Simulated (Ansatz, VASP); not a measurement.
# Cross-check of Si54N71 (V_N1) between VASP and Ansatz

Wanted: the spread between two codes on one cell, functional and k mesh. The cell is taken from a series of runs on this material, whose earlier steps may have relaxed, scaled, displaced or heated it; both programs get it as it stands.

Method: plane waves, with VASP 6.6.1 beside it; single point at PBEsol, in Ansatz 0.2.0.

## (1) Set-up

The cell holds 125 atoms: 54 Si and 71 N. Its edges and angles: a = 13.206 Å, b = 13.206 Å, c = 8.731 Å, α = 90.0°, β = 90.0°, γ = 120.0°. It derives from Si3N4 (Si3N4 (P6_3/m)). Nearest the centre at fractional (0.576, 0.453, 0.583): Si35 at 1.73 Å, Si53 at 1.73 Å, Si32 at 1.78 Å, N80 at 2.75 Å, N92 at 2.77 Å, N115 at 2.77 Å, N99 at 2.78 Å, N122 at 2.78 Å.

## (2) Ansatz: single point, PBEsol

Ansatz runs on its PAW soft_1 files.

With cell and atoms fixed, the geometry can't cause a difference; cores, projectors, grids and the points listed under the comparison can.

File input.yaml:

```yaml
crystal:
  checkpoint: "../qp3_M2.relax.run"
  host: checkpoint
basis:
  ecutwfc: 420
  xc_grid: 2
hamiltonian:
  xc: pbesol
  pseudopotentials: { kind: paw, azcp: { folder: soft_1 }, xc_functional: pbe }
kpoints:
  mp_grid: { grid: [2, 2, 2], shift: [0.5, 0.5, 0.5] }
scf:
  occupations: { method: fermi_dirac, width: 0.01 }
  max_iter: 80
output:
  forces: true
  eigenvalues: true
  charged_corrections: { defect_position: [0.576408, 0.453208, 0.583333] }
checkpoint:
  read: "../qp3_M2.relax.run"
  write: "../qp3_M2.point_neutral.run"
  compress: false
  write_wavefunctions: false
  write_every: 100000
magnetization:
  spin_polarized: true
  initial_magnetization: 1
  spin_locking: { lock_magnetization: hard }
```

Command:

```
ansatz run input.yaml --threads 8 --pin off --max-ram 22609MiB --backend cpu --events-out ev --progress --plain --runs-dir out
```

Numbers of over 12 decimals in the logs are rounded to 6 here.

What it wrote:

```text
checkpoint.read: neither the saved density nor the saved orbitals are used: the state is of another total charge, and does not settle where this run's electrons and spins go. The run starts from its atoms. Which states do: the manual's quickstart, A charge series.
crystal.checkpoint: the structure is that of <dir>, a `relax` run, at its step 6: its result, under pbesol at a charge of 3 e; 125 atoms read, 0 with a starting moment; this deck's charge is 0 e; no density is read with it (checkpoint.read); crystal.structure_sha256 for this input is
Engine: ansatz 0.2.0, aarch64-unknown-linux-gnu
Pseudopotentials: kind: paw
Pseudopotential: Si, paw, valence charge 4, recommended cutoff 420 eV (normal), soft_1/Si.paw.azcp
Pseudopotential: N, paw, valence charge 5, recommended cutoff 420 eV (normal), soft_1/N.paw.azcp
Functional definition: PBEsol
  exchange = pbesol_x
  correlation = pbesol_c
Crystal: 125 atoms, lattice volume = 1318.628 Å³
Basis set: ecut = 420 eV, 25805 PW (Γ), exchange–correlation on 180×180×120 points (8 copies of the dense FFT grid, shifted against one another)
Bands: 411, of which v1, the nominal top of the filled ones, is band 286 counted from 1 (285 counted from 0)
Symmetry: 1 space group operations
Space group: P1 (ITA 1), of the structure as read, at distance tolerance 1.1e-4 Å
Magnetic group: BNS 1.1 (UNI 1), of the structure as read, at distance tolerance 1.1e-4 Å
k-points: 4 of 8 (time reversal used)
Non-local potential: Si, projectors of the file, l = 0: 2, l = 1: 2, l = 2: 1
Non-local potential: N, projectors of the file, l = 0: 2, l = 1: 2, l = 2: 1
PAW form: soft (Blöchl's): semilocal exchange-correlation on the pseudo side does not see the compensation charge
PAW frozen core: Si, regenerated for the run's functional, and the local potential with it (the file was generated under x = pbe(κ = 0.804, μ = 0.219515), c = pbe(β = 0.066725))
PAW frozen core: N, regenerated for the run's functional, and the local potential with it (the file was generated under x = pbe(κ = 0.804, μ = 0.219515), c = pbe(β = 0.066725))
PAW one-centre angular grid: Si, 110 points (default); XC on 64 Gauss nodes
PAW one-centre angular grid: N, 110 points (default); XC on 64 Gauss nodes
Initial density: superposition of atomic densities (chi_scale 0.1, normalization cell, long waves kept (reshape's long-wave potential 0.15 eV rms))
Starting moments: Σ|m| = 1 μB on 125 of 125 sites
Initial wavefunctions: pseudopotential atomic-orbital guess
Functional: x = pbesol(κ = 0.804, μ = 0.123457), c = pbesol(β = 0.046)
SCF iter   1: F=—  HF=-60673.066832 eV  |F-HF|=—  |Δ(HF+E_count)|=         —  Δρ=7.33e-2 (↑7.30e-2 ↓7.33e-2)  dr2=2.97e2  dr2_m=9.53e-2  M=1.000 μB ∫|m|=1.025 μB  β_m=0.30  ethr=3.10e-3  ⟨swp⟩=6.0  Hψ=14912  notcnv=0  defer=375
preconditioner: auto → Resta (q_TF=auto, 2.373 Å⁻¹)  ε∞=3.6  [insulator: Δε(μ)=0.114 eV  Ē_g=15.243 eV  σ=0.010 eV  W_gap=0.99  n_scr=282 (ndim 8)  ℏωp=24.4 eV  f_vac=0.009  D(μ)=0.58/eV (n_scr^D=0)  ε∞_Penn≈3.6]
spin=Collinear: Resta preconditioning applied to the charge; magnetization (m = ρ↑ − ρ↓) channel mixes plain (no charge-response kernel on spin).
SCF iter   2: F=—  HF=-60601.408476 eV  |F-HF|=—  |Δ(HF+E_count)|=    7.17e1  Δρ=3.73e-2 (↑3.71e-2 ↓3.73e-2)  dr2=7.45e1  dr2_m=4.82e-2  M=1.000 μB ∫|m|=1.019 μB  β_m=0.44  ethr=3.10e-3  ⟨swp⟩=3.0  Hψ=6136  notcnv=0  defer=956
SCF iter   3: F=—  HF=-60580.517907 eV  |F-HF|=—  |Δ(HF+E_count)|=    2.09e1  Δρ=1.39e-2 (↑1.39e-2 ↓1.38e-2)  dr2=5.35e0  dr2_m=8.52e-3  M=1.000 μB ∫|m|=1.378 μB  β_m=0.70  ethr=3.10e-3  ⟨swp⟩=3.5  Hψ=5342  notcnv=0  defer=954
SCF iter   4: F=—  HF=-60579.659147 eV  |F-HF|=—  |Δ(HF+E_count)|=   8.59e-1  Δρ=1.74e-3 (↑1.37e-3 ↓1.74e-3)  dr2=1.05e-1  dr2_m=2.04e-3  M=1.000 μB ∫|m|=1.210 μB  β_m=0.80  ethr=9.37e-4  ⟨swp⟩=3.5  Hψ=4696  notcnv=0  defer=954
SCF iter   5: F=—  HF=-60579.694315 eV  |F-HF|=—  |Δ(HF+E_count)|=   3.52e-2  Δρ=5.62e-4 (↑5.47e-4 ↓5.62e-4)  dr2=1.97e-2  dr2_m=2.41e-4  M=1.000 μB ∫|m|=1.103 μB  β_m=0.90  ethr=1.83e-5  ⟨swp⟩=3.2  Hψ=4428  notcnv=0  defer=954
SCF iter   6: F=—  HF=-60579.706620 eV  |F-HF|=—  |Δ(HF+E_count)|=   1.23e-2  Δρ=3.97e-4 (↑3.97e-4 ↓3.81e-4)  dr2=9.41e-3  dr2_m=3.55e-5  M=1.000 μB ∫|m|=1.062 μB  β_m=0.80  ethr=3.44e-6  ⟨swp⟩=3.8  Hψ=4682  notcnv=0  defer=954
SCF iter   7: F=—  HF=-60579.707454 eV  |F-HF|=—  |Δ(HF+E_count)|=   8.33e-4  Δρ=7.93e-5 (↑7.93e-5 ↓7.74e-5)  dr2=4.58e-4  dr2_m=2.55e-6  M=1.000 μB ∫|m|=1.055 μB  β_m=0.90  ethr=1.65e-6  ⟨swp⟩=2.8  Hψ=4450  notcnv=0  defer=954
SCF iter   8: F=—  HF=-60579.708162 eV  |F-HF|=—  |Δ(HF+E_count)|=   7.08e-4  Δρ=5.17e-5 (↑5.17e-5 ↓4.30e-5)  dr2=1.37e-4  dr2_m=2.36e-6  M=1.000 μB ∫|m|=1.055 μB  β_m=0.84  ethr=8.01e-8  ⟨swp⟩=2.0  Hψ=4646  notcnv=0  defer=954
[...]
k-point 2 ↑: bands = [... 282 lower, 7.7736, 7.8725, 7.9547, 11.0450, 11.1527, 12.5514, 12.6288, 12.6758, ... 121 higher]
  k-point 3 ↓: bands = [... 282 lower, 7.8313, 7.9142, 8.0917, 11.2815, 11.7805, 12.5825, 12.6633, 12.7027, ... 121 higher]
```

Reading the cycles: dr2 is the Hartree energy of the density residual (eV), the measure of convergence; HF is the Harris–Foulkes estimate of the energy, which meets the free energy F at convergence.

## (3) VASP: single point, PBEsol

The same cell, functional, mesh and smearing now go to VASP, with its own data sets.

Lines of VASP's logs that name or quote its potential files are left out, and so is its time.

File INCAR:

```
SYSTEM = Si54N71
PREC = Accurate
ENCUT = 520
EDIFF = 1E-06
NELM = 200
ISMEAR = -1
SIGMA = 0.01
LREAL = Auto
ALGO = Normal
GGA = PS
NBANDS = 384
ISPIN = 2
MAGMOM = 0 0 0 0 0 0 0 0 0 -0 0 0 0 0 0 0 0.01 0 -0 0 -0 0 0 0 0 0 0 -0 -0 0 0 0 0 0 0.06 0 0 0 0 0 0 0 0 0 0 -0 0 0 0 0 0 0 0.07 0 0 -0 0 0 0 -0 0 0 0 0 -0 0 0 -0 0 0 -0 -0 -0 0 0 0 0.03 0 0 0 0 0 0 0.01 -0 -0 -0 0 0 0 0 0.01 0 -0 -0 -0 0 0 0.01 0 0 0 -0 0 0 0 0.01 0 0 0 0 0 0 0 0.01 0 0 -0 -0 0 0 0.01 0 0.03 0
LORBIT = 11
LWAVE = .FALSE.
LCHARG = .FALSE.
ISIF = 2
ISYM = 0
NUPDOWN = 1
LASPH = .TRUE.
GGA_COMPAT = .FALSE.
KPAR = 4
```

File POSCAR:

```
Si54N71
1.0
   11.4366858822      6.6029736727      0.0000000000
  -11.4366858822      6.6029736727      0.0000000000
    0.0000000000      0.0000000000      8.7307673276
Si N
54 71
Direct
    0.0185632185      0.8065934084      0.2504544385
    0.3528799220      0.4733825880      0.2500807100
[... 9 atom lines left out ...]
    0.8584467622      0.5448684708      0.2502889030
[... 1 atom line left out ...]
    0.4540512173      0.3148403661      0.2494849362
[... 2 atom lines left out ...]
    0.6469431473      0.5282480165      0.0835855246
[... 2 atom lines left out ...]
    0.3524099396      0.4755808630      0.5834820010
    0.6870227230      0.1400088163      0.5835409425
[... 1 atom line left out ...]
    0.5450090805      0.6866961846      0.4170421887
    0.8794438681      0.3525753944      0.4167239045
[... 1 atom line left out ...]
    0.4746773183      0.1205625229      0.4170232356
    0.8063107724      0.7870603922      0.4175092485
    0.1942463646      0.2138730202      0.5835421810
[... 1 atom line left out ...]
    0.8604251387      0.5455171066      0.5835916210
[... 1 atom line left out ...]
    0.4504370430      0.3105463656      0.5834861933
[... 2 atom lines left out ...]
    0.6463793057      0.5272089104      0.4180426753
[... 2 atom lines left out ...]
    0.3528509124      0.4733566751      0.9170583172
[... 2 atom lines left out ...]
    0.5450622242      0.6867078290      0.7500613847
    0.8796057216      0.3526071682      0.7502095247
[... 1 atom line left out ...]
    0.4747369559      0.1205995244      0.7500876304
    0.8064072030      0.7871763313      0.7496536061
[... 2 atom lines left out ...]
    0.8584768188      0.5449052988      0.9167932807
[... 1 atom line left out ...]
    0.4540021263      0.3148140407      0.9176732715
[... 2 atom lines left out ...]
    0.6463831337      0.5271975857      0.7490927596
[... 2 atom lines left out ...]
    0.3334764716      0.3333796192      0.2507090385
[... 3 atom lines left out ...]
    0.6661609168      0.6674382726      0.0835618936
[... 7 atom lines left out ...]
    0.4572536026      0.2438601112      0.0836009354
[... 6 atom lines left out ...]
    0.7852496711      0.5426682928      0.0835079795
[... 1 atom line left out ...]
    0.5758603482      0.4541806916      0.2511490445
[... 1 atom line left out ...]
    0.9996100324      0.6667015258      0.5836972962
    0.3359917921      0.3364821198      0.5834479168
[... 3 atom lines left out ...]
    0.6651765714      0.6658789000      0.4194392366
    0.2130674920      0.4569102353      0.5835407689
    0.5475025751      0.1231453658      0.5835989243
    0.8793086197      0.7888081484      0.5835702079
[... 1 atom line left out ...]
    0.4245080161      0.5462540991      0.4171945246
[... 2 atom lines left out ...]
    0.4614471561      0.2467469364      0.4179801169
[... 1 atom line left out ...]
    0.2123746940      0.0922228352      0.5835502927
    0.5424286724      0.7571254933      0.5835363508
    0.8773592709      0.4233634670      0.5834264345
[... 2 atom lines left out ...]
    0.7834487178      0.5399939488      0.4192403146
[... 3 atom lines left out ...]
    0.3334730388      0.3334050932      0.9164391149
[... 3 atom lines left out ...]
    0.6652593107      0.6659436333      0.7477082631
[... 4 atom lines left out ...]
    0.4245240929      0.5461449816      0.7498746286
[... 2 atom lines left out ...]
    0.4613333303      0.2467436955      0.7490877063
[... 6 atom lines left out ...]
    0.7834191010      0.5399121078      0.7478604740
[... 1 atom line left out ...]
    0.5758593529      0.4541064563      0.9160079035
    0.9104113949      0.1202777760      0.9166989383
```

File KPOINTS:

```
Points of the shifted mesh
8
Reciprocal
 0.2500000000  0.2500000000  0.2500000000 1
 0.2500000000  0.2500000000  0.7500000000 1
 0.2500000000  0.7500000000  0.2500000000 1
 0.2500000000  0.7500000000  0.7500000000 1
 0.7500000000  0.2500000000  0.2500000000 1
 0.7500000000  0.2500000000  0.7500000000 1
 0.7500000000  0.7500000000  0.2500000000 1
 0.7500000000  0.7500000000  0.7500000000 1
```

The projector-augmented-wave data sets are Si and N (PBE family, release 64).

Command:

```
mpirun -np 16 vasp_std
```

What it wrote:

```text
[banner, memory and clock lines left out]
running   16 mpi-ranks, on    1 nodes
[...]
|                                                                             |
|           W    W    AA    RRRRR   N    N  II  N    N   GGGG   !!!           |
|           W    W   A  A   R    R  NN   N  II  NN   N  G    G  !!!           |
|           W    W  A    A  R    R  N N  N  II  N N  N  G       !!!           |
|           W WW W  AAAAAA  RRRRR   N  N N  II  N  N N  G  GGG   !            |
|           WW  WW  A    A  R   R   N   NN  II  N   NN  G    G                |
|           W    W  A    A  R    R  N    N  II  N    N   GGGG   !!!           |
|                                                                             |
|     For optimal performance we recommend to set                             |
|       NCORE = 2 up to number-of-cores-per-socket                            |
|     NCORE specifies how many cores store one orbital (NPAR=cpu/NCORE).      |
|     This setting can greatly improve the performance of VASP for DFT.       |
[...]
|                                                                             |
|     You enforced a specific xc type in the INCAR file but a different       |
|     [... a line on the potential file left out ...]
|     I HOPE YOU KNOW WHAT YOU ARE DOING!                                     |
|                                                                             |

 LDA part: xc-table for (Slater+PW92), standard interpolation
 POSCAR, INCAR and KPOINTS ok, starting setup
[...]
entering main loop
       N       E                     dE             d eps       ncg     rms          rms(c)
DAV:   1     0.265081667486E+04    0.26508E+04   -0.28094E+05 12360   0.138E+03
DAV:   2    -0.941983938014E+03   -0.35928E+04   -0.34461E+04 14968   0.296E+02
DAV:   3    -0.120330263255E+04   -0.26132E+03   -0.25905E+03 15000   0.813E+01
DAV:   4    -0.120915455144E+04   -0.58519E+01   -0.58234E+01 15448   0.124E+01
[...]
DAV:  20    -0.106872460418E+04   -0.10532E-04   -0.39963E-05 14528   0.108E-02    0.832E-03
DAV:  21    -0.106872460531E+04   -0.11235E-05   -0.92658E-06 15104   0.508E-03    0.482E-03
DAV:  22    -0.106872460555E+04   -0.24865E-06   -0.81531E-07  9440   0.150E-03
   1 F= -.10687246E+04 E0= -.10687243E+04  d E =-.619263E-03  mag=     1.0000
```

Parts of OUTCAR (step 3):

```text
 magnetization (x)
# of ion       s       p       d       tot
------------------------------------------
    1        0.000   0.000   0.000   0.000
    2        0.000   0.000   0.000   0.000
    3        0.000   0.000   0.000   0.000
    4        0.000   0.000   0.000   0.000
    5        0.000   0.000   0.000   0.000
    6        0.000   0.000   0.000   0.000
[...]
123        0.000   0.000   0.000   0.000
  124        0.010   0.023   0.000   0.033
  125        0.000   0.000   0.000   0.000
--------------------------------------------------
tot          0.173   0.305   0.000   0.479
```

The run ends at a pressure of 0.36 GPa, with forces up to 2.3 eV/Å.

## (4) Differences

Known differences besides the potentials themselves: VASP starts from the moments at which Ansatz ended; the cutoff is 420 eV in Ansatz and 520 eV in VASP (PREC = Accurate, projectors in real space); Ansatz makes its cores anew for this functional, VASP keeps those of its PBE data sets; site moments are counted in spheres of each program's own size. Total energies have different zeros and are not compared.

The two programs side by side:

```csv
quantity,Ansatz,VASP,difference
"total moment, fixed by the input (μB)",1.00,1.00,0.00
moment on Si53 (μB),0.07,0.15,-0.09
moment on Si35 (μB),0.06,0.15,-0.08
```

Forces on 9 of the 125 atoms, those with the largest forces and the largest differences (eV/Å; atoms numbered as in POSCAR):

```
atom          Ansatz x, y, z            VASP x, y, z
Si17   0.210, -1.022, -0.013   0.215, -1.021, -0.014
Si32   -0.294, 2.227, -0.034   -0.292, 2.246, -0.033
Si35    0.000, -2.104, 0.514    0.003, -2.112, 0.520
Si53  -0.007, -2.046, -0.498  -0.004, -2.054, -0.505
 N77    0.018, 0.239, -1.430    0.019, 0.233, -1.436
 N92   0.468, -0.641, -0.251   0.476, -0.644, -0.264
N107    -0.582, 0.833, 0.235    -0.582, 0.834, 0.232
N115    0.455, -0.610, 0.233    0.464, -0.613, 0.247
N124     0.012, 0.240, 1.426     0.012, 0.234, 1.432
```

The forces differ by 3.1 meV/Å r.m.s., which is 1.0 % of the r.m.s. force of 0.298 eV/Å (both taken over all components). The total moments and the pattern agree; the site moments differ because the programs count them in spheres of different size.

## (5) Results

| Quantity | Value |
| --- | --- |
| r.m.s. force difference (single point, PBEsol) | 1.0 % of the r.m.s. force |

The r.m.s. force difference is 1.0 % of the r.m.s. force (single point, PBEsol), within the 3 % picked in this series as the mark of a large difference. Such differences can come from data sets, numerical settings and the points named under the comparisons, not from the functional's error against experiment.

[Lines on the potential files, build, host, timing and source positions are cut from VASP's logs without a mark.]

[Logs are printed without paths, hosts, clocks, repeated set-up lines and the standing remarks that a program may print on its own settings, such as how far it seeks lower states.]

[Hosts, paths, dates, database ids (printed as entryN), source tags and the programs' standing remarks are cut or masked in the printed files.]
